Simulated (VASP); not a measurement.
SnSe:

```
Sn Se
1.0
    11.42000    0.00000    0.00000
     0.00000    4.19000    0.00000
     0.00000    0.00000    4.46000
Sn Se
4 4
Direct
  0.12300 0.25000 0.09100
  0.37700 0.75000 0.59100
  0.62300 0.25000 0.40900
  0.87700 0.75000 0.90900
  0.35700 0.25000 0.01600
  0.14300 0.75000 0.51600
  0.85700 0.25000 0.48400
  0.64300 0.75000 0.98400
```

| Quantity | Value |
| --- | --- |
| Program | VASP 6.6.1 |
| Task | relaxation of cell and atoms |
| Functional | rev-vdW-DF2 |
| Potentials or basis | VASP PAW PBE potentials, release 64 (Sn_d, Se) |
| Cutoff | 600 eV |
| k mesh | 4 × 8 × 8 |
| Occupations | gaussian, width 0.03 eV |
| Spin | no spin polarisation |

At the start: pressure 1.5 GPa; volume 26.68 Å³/atom.

Where does the relaxation end?

Over 22 steps the energy falls by 7.9 meV/atom and the volume is 27.24 Å³/atom (+2.1 %); space group Pnma (No. 62, to 0.05 Å).

The path:
```
step  energy change (eV)  largest force (eV/Å)  pressure (GPa)  volume (Å³)
   1              0.0000                0.3420            1.49       213.41
   2             -0.0481                0.1081           -0.79       221.15
   3             -0.0566                0.0448           -0.20       218.89
   4             -0.0584                0.0302           -0.02       218.05
   5             -0.0585                0.0384            0.04       217.76
   6             -0.0592                0.0356            0.04       217.73
   7             -0.0605                0.0284           -0.01       217.65
   8             -0.0606                0.0243           -0.02       217.62
   9             -0.0610                0.0130            0.02       217.39
  10             -0.0610                0.0170            0.04       217.29
  11             -0.0613                0.0168           -0.01       217.39
  12             -0.0613                0.0217           -0.04       217.48
  13             -0.0615                0.0156            0.01       217.27
  14             -0.0615                0.0139            0.04       217.17
  15             -0.0616                0.0135            0.03       217.24
  16             -0.0620                0.0112            0.03       217.43
  17             -0.0625                0.0180            0.01       217.82
  18             -0.0625                0.0219            0.01       217.95
  19             -0.0628                0.0100           -0.08       218.20
  20             -0.0628                0.0107           -0.06       218.22
  21             -0.0629                0.0065           -0.04       218.04
  22             -0.0630                0.0067           -0.03       217.93
```

Final structure:
```
Sn Se
1.0
    11.65143    0.00000    0.00000
     0.00000    4.20261    0.00000
     0.00000    0.00000    4.45066
Sn Se
4 4
Cartesian
  1.3933 1.0507 0.4511
  4.4324 3.1520 2.6764
  7.2190 1.0507 1.7742
  10.2581 3.1520 3.9996
  4.1507 1.0507 0.1022
  1.6750 3.1520 2.3275
  9.9764 1.0507 2.1232
  7.5007 3.1520 4.3485
```

Caveat: the PAW data sets were made with another functional, which shifts forces and pressure a little.
